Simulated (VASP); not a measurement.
Given:

```
Gd
1.0
    1.78400    -3.06549     0.00000
    1.78400     3.06549     0.00000
    0.00000     0.00000     5.83123
Gd
2
Direct
  0.33333   0.66667   0.25000
  0.69204   0.35870   0.75000
```

Method: PBE GGA, VASP's PBE PAW potentials (set 64) (plane waves; VASP 6.6.1). Settings: 400 eV cut-off, 12×12×7 Monkhorst-Pack mesh, first-order Methfessel-Paxton smearing of 0.10 eV, potentials Gd_3.

The 4f electrons are frozen in the core of the lanthanide potential, so 4f levels, which can set the real gap, and their magnetism are missing.

### Question
Which forces act on the atoms, in eV/Å?

### Answer

| atom | Fx | Fy | Fz |
|---|---|---|---|
| Gd1 | 0.071 | 0.001 | 0.000 |
| Gd2 | -0.071 | -0.001 | 0.000 |

### Question
Give the stress tensor in GPa (positive for a compressed cell).

### Answer

```
 1.47  -0.27   0.00
-0.27   1.91   0.00
 0.00   0.00  -0.15
```
The pressure is its mean diagonal, 1.07 GPa.

The compound is Gd in the hcp structure. The cell was not relaxed at this level, atoms are displaced from their ideal sites. The run is one of a series of settings (KPOINTS 12×12×7 Monkhorst-Pack mesh against the base run), some of them coarse on purpose.
